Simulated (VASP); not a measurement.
All values below come from PBE GGA, VASP's PBE PAW potentials (set 64) (plane waves; VASP).

The input files of a VASP run:

**KPOINTS**
```
kpoints
0
gamma
  9 9 9
0 0 0
```

### INCAR
```
SYSTEM = YSi
PREC = Accurate
ENCUT = 400
EDIFF = 1E-6
NELM = 100
ALGO = Normal
LREAL = .FALSE.
LASPH = .TRUE.
ISMEAR = 1
SIGMA = 0.1
GGA = PE
LMAXMIX = 4
LWAVE = .FALSE.
LCHARG = .FALSE.
IBRION = 2
ISIF = 3
NSW = 60
EDIFFG = -0.01
```

POSCAR:
```
YSi
1.0
  0.0000000000   3.2508000000   3.2508000000
  3.2508000000   0.0000000000   3.2508000000
  3.2508000000   3.2508000000   0.0000000000
Y Si
1 1
Direct
  0.0000000000   0.0000000000   0.0000000000
  0.5000000000   0.5000000000   0.5000000000
```

POTCAR, in this order: Y_sv Si (PBE.64 set). Program: vasp_std.

Output of the run:

**OSZICAR**
```
...
DAV:   6    -0.128022792756E+02   -0.28688E-03   -0.55694E-04   985   0.176E-01    0.710E-02
DAV:   7    -0.128023648745E+02   -0.85599E-04   -0.16278E-04  1278   0.661E-02    0.292E-02
DAV:   8    -0.128023688801E+02   -0.40056E-05   -0.13547E-05   896   0.361E-02    0.677E-03
DAV:   9    -0.128023677125E+02    0.11677E-05   -0.12486E-06   706   0.117E-02    0.696E-03
DAV:  10    -0.128023685623E+02   -0.84981E-06   -0.30243E-07   481   0.518E-03
   3 F= -.12802369E+02 E0= -.12801460E+02  d E =-.928406E+00
       N       E                     dE             d eps       ncg     rms          rms(c)
DAV:   1    -0.128058765553E+02   -0.35088E-02   -0.83979E-02   877   0.240E+00    0.472E-01
DAV:   2    -0.128031956131E+02    0.26809E-02   -0.10117E-02   871   0.922E-01    0.270E-01
DAV:   3    -0.128020553480E+02    0.11403E-02   -0.58379E-03  1154   0.499E-01    0.233E-01
DAV:   4    -0.128021808450E+02   -0.12550E-03   -0.42453E-04   871   0.195E-01    0.102E-01
DAV:   5    -0.128022274864E+02   -0.46641E-04   -0.26493E-04  1393   0.804E-02    0.190E-02
DAV:   6    -0.128022350211E+02   -0.75346E-05   -0.16268E-05  1130   0.277E-02    0.117E-02
DAV:   7    -0.128022359327E+02   -0.91162E-06   -0.27921E-06   979   0.106E-02
   4 F= -.12802236E+02 E0= -.12801303E+02  d E =-.928273E+00
       N       E                     dE             d eps       ncg     rms          rms(c)
DAV:   1    -0.128022472952E+02   -0.12274E-04   -0.27022E-05  1142   0.387E-02    0.883E-03
DAV:   2    -0.128022458906E+02    0.14046E-05   -0.19184E-06   715   0.125E-02    0.533E-03
DAV:   3    -0.128022455319E+02    0.35870E-06   -0.31017E-06   736   0.106E-02
   5 F= -.12802246E+02 E0= -.12801313E+02  d E =-.959920E-05
       N       E                     dE             d eps       ncg     rms          rms(c)
DAV:   1    -0.128022837480E+02   -0.37857E-04   -0.20954E-04   861   0.121E-01    0.229E-02
DAV:   2    -0.128022768264E+02    0.69216E-05   -0.25077E-05   847   0.467E-02    0.137E-02
DAV:   3    -0.128022737889E+02    0.30375E-05   -0.15532E-05  1146   0.256E-02    0.121E-02
DAV:   4    -0.128022744731E+02   -0.68420E-06   -0.11139E-06   535   0.106E-02
   6 F= -.12802274E+02 E0= -.12801343E+02  d E =-.385404E-04
       N       E                     dE             d eps       ncg     rms          rms(c)
DAV:   1    -0.128022753126E+02   -0.15237E-05   -0.27551E-07   427   0.431E-03    0.659E-04
DAV:   2    -0.128022753588E+02   -0.46162E-07   -0.31541E-07   394   0.303E-03
   7 F= -.12802275E+02 E0= -.12801344E+02  d E =-.885686E-06
       N       E                     dE             d eps       ncg     rms          rms(c)
DAV:   1    -0.128022762943E+02   -0.98164E-06   -0.22572E-07   394   0.441E-03    0.758E-04
DAV:   2    -0.128022763282E+02   -0.33910E-07   -0.31638E-08   394   0.151E-03
   8 F= -.12802276E+02 E0= -.12801345E+02  d E =-.185507E-05
       N       E                     dE             d eps       ncg     rms          rms(c)
DAV:   1    -0.128022781538E+02   -0.18595E-05   -0.56781E-07   394   0.705E-03    0.116E-03
DAV:   2    -0.128022781547E+02   -0.94792E-09   -0.61433E-08   394   0.239E-03
   9 F= -.12802278E+02 E0= -.12801347E+02  d E =-.368159E-05
       N       E                     dE             d eps       ncg     rms          rms(c)
DAV:   1    -0.128022817953E+02   -0.36416E-05   -0.26498E-06   749   0.136E-02    0.272E-03
DAV:   2    -0.128022816696E+02    0.12577E-06   -0.27492E-07   394   0.525E-03
  10 F= -.12802282E+02 E0= -.12801351E+02  d E =-.719645E-05
       N       E                     dE             d eps       ncg     rms          rms(c)
DAV:   1    -0.128022890829E+02   -0.72875E-05   -0.10690E-05   849   0.274E-02    0.559E-03
DAV:   2    -0.128022885871E+02    0.49574E-06   -0.11503E-06   489   0.100E-02
  11 F= -.12802289E+02 E0= -.12801358E+02  d E =-.141140E-04
       N       E                     dE             d eps       ncg     rms          rms(c)
DAV:   1    -0.128023039483E+02   -0.14865E-04   -0.42435E-05   810   0.547E-02    0.111E-02
DAV:   2    -0.128023020959E+02    0.18524E-05   -0.48331E-06   827   0.201E-02    0.720E-03
DAV:   3    -0.128023014921E+02    0.60384E-06   -0.37773E-06   857   0.126E-02
  12 F= -.12802301E+02 E0= -.12801372E+02  d E =-.270190E-04
       N       E                     dE             d eps       ncg     rms          rms(c)
DAV:   1    -0.128023356024E+02   -0.33506E-04   -0.21717E-04   838   0.125E-01    0.228E-02
DAV:   2    -0.128023287234E+02    0.68790E-05   -0.26316E-05   851   0.479E-02    0.143E-02
DAV:   3    -0.128023256064E+02    0.31170E-05   -0.16579E-05  1151   0.266E-02    0.128E-02
DAV:   4    -0.128023263033E+02   -0.69694E-06   -0.11848E-06   527   0.111E-02
  13 F= -.12802326E+02 E0= -.12801398E+02  d E =-.518302E-04
       N       E                     dE             d eps       ncg     rms          rms(c)
DAV:   1    -0.128024061053E+02   -0.80499E-04   -0.82972E-04   850   0.240E-01    0.473E-02
DAV:   2    -0.128023772068E+02    0.28899E-04   -0.97780E-05   824   0.939E-02    0.269E-02
DAV:   3    -0.128023656036E+02    0.11603E-04   -0.59282E-05  1157   0.504E-02    0.237E-02
DAV:   4    -0.128023677039E+02   -0.21003E-05   -0.44346E-06   857   0.197E-02    0.101E-02
DAV:   5    -0.128023689271E+02   -0.12232E-05   -0.24683E-06   968   0.839E-03    0.187E-03
DAV:   6    -0.128023692650E+02   -0.33794E-06   -0.55084E-07   466   0.410E-03
  14 F= -.12802369E+02 E0= -.12801443E+02  d E =-.947919E-04
       N       E                     dE             d eps       ncg     rms          rms(c)
DAV:   1    -0.128025694438E+02   -0.20052E-03   -0.34304E-03   866   0.485E-01    0.952E-02
DAV:   2    -0.128024585964E+02    0.11085E-03   -0.40599E-04   842   0.186E-01    0.539E-02
DAV:   3    -0.128024119004E+02    0.46696E-04   -0.23675E-04  1173   0.101E-01    0.470E-02
DAV:   4    -0.128024184966E+02   -0.65963E-05   -0.16729E-05   862   0.387E-02    0.205E-02
DAV:   5    -0.128024220348E+02   -0.35382E-05   -0.10178E-05  1393   0.159E-02    0.388E-03
DAV:   6    -0.128024228340E+02   -0.79914E-06   -0.63077E-07   518   0.567E-03
  15 F= -.12802423E+02 E0= -.12801501E+02  d E =-.148361E-03
       N       E                     dE             d eps       ncg     rms          rms(c)
DAV:   1    -0.128029982405E+02   -0.57621E-03   -0.13755E-02   866   0.971E-01    0.191E-01
DAV:   2    -0.128025540195E+02    0.44422E-03   -0.16227E-03   839   0.373E-01    0.108E-01
DAV:   3    -0.128023687448E+02    0.18527E-03   -0.94921E-04  1170   0.202E-01    0.942E-02
DAV:   4    -0.128023924066E+02   -0.23662E-04   -0.66817E-05   865   0.774E-02    0.410E-02
DAV:   5    -0.128024039106E+02   -0.11504E-04   -0.40940E-05  1412   0.317E-02    0.783E-03
DAV:   6    -0.128024063057E+02   -0.23951E-05   -0.24771E-06   898   0.111E-02    0.451E-03
DAV:   7    -0.128024070942E+02   -0.78843E-06   -0.47339E-07   484   0.481E-03
  16 F= -.12802407E+02 E0= -.12801495E+02  d E =-.132621E-03
       N       E                     dE             d eps       ncg     rms          rms(c)
DAV:   1    -0.128026698965E+02   -0.26359E-03   -0.52634E-03   883   0.596E-01    0.119E-01
DAV:   2    -0.128024982415E+02    0.17165E-03   -0.62345E-04   863   0.230E-01    0.675E-02
DAV:   3    -0.128024287930E+02    0.69449E-04   -0.36231E-04  1160   0.124E-01    0.581E-02
DAV:   4    -0.128024353111E+02   -0.65182E-05   -0.25907E-05   868   0.480E-02    0.249E-02
DAV:   5    -0.128024368438E+02   -0.15326E-05   -0.15890E-05  1372   0.197E-02    0.474E-03
DAV:   6    -0.128024369152E+02   -0.71427E-07   -0.73537E-07   560   0.697E-03
  17 F= -.12802437E+02 E0= -.12801519E+02  d E =-.162442E-03
```

### OUTCAR
```
------------------------ aborting loop because EDIFF is reached ----------------------------------------
  FORCE on cell =-STRESS in cart. coord.  units (eV):
  Direction    XX          YY          ZZ          XY          YZ          ZX
  --------------------------------------------------------------------------------------
  Total       -0.0005510     -0.0005510     -0.0005510      0.0000000      0.0000000     -0.0000000
  in kB       -0.0179690     -0.0179690     -0.0179690      0.0000000      0.0000000     -0.0000000
  external PRESSURE =      -0.0179690 kB  Pullay stress =       0.0000000 kB
  volume of cell :       49.13
      direct lattice vectors                 reciprocal lattice vectors
     0.000000000  2.906887345  2.906887345    -0.172005290  0.172005290  0.172005290
     2.906887345  0.000000000  2.906887345     0.172005290 -0.172005290  0.172005290
     2.906887345  2.906887345 -0.000000000     0.172005290  0.172005290 -0.172005290
 POSITION                                       TOTAL-FORCE (eV/Angst)
 -----------------------------------------------------------------------------------
      0.00000      0.00000      0.00000         0.000000      0.000000      0.000000
      2.90689      2.90689      2.90689        -0.000000     -0.000000     -0.000000
 -----------------------------------------------------------------------------------
    total drift:                               -0.000000      0.000000      0.000000
  FREE ENERGIE OF THE ION-ELECTRON SYSTEM (eV)
  ---------------------------------------------------
  free  energy   TOTEN  =       -12.8024369152 eV

  energy  without entropy=      -12.7996833787  energy(sigma->0) =      -12.80151907

 reached required accuracy - stopping structural energy minimisation
```
(Selected blocks of OUTCAR.)

### CONTCAR
```
YSi
   1.00000000000000
     0.0000000000000000    2.9068873447820920    2.9068873447820924
     2.9068873447820920    0.0000000000000000    2.9068873447820924
     2.9068873447820920    2.9068873447820920   -0.0000000000000000
  Y               Si
     1     1
Direct
     0.0000000000000000    0.0000000000000000    0.0000000000000000
     0.5000000000000000    0.5000000000000000    0.5000000000000000
```

Energy and stress use the plane-wave basis of the starting cell.

The structure was generated: YSi was put into the rock salt type (Fm-3m), which need not be its known phase. This run relaxes it. Symmetry was kept, so distortions that lower it aren't found. The electron count is odd and the run is not spin-polarised, which forces a metal.
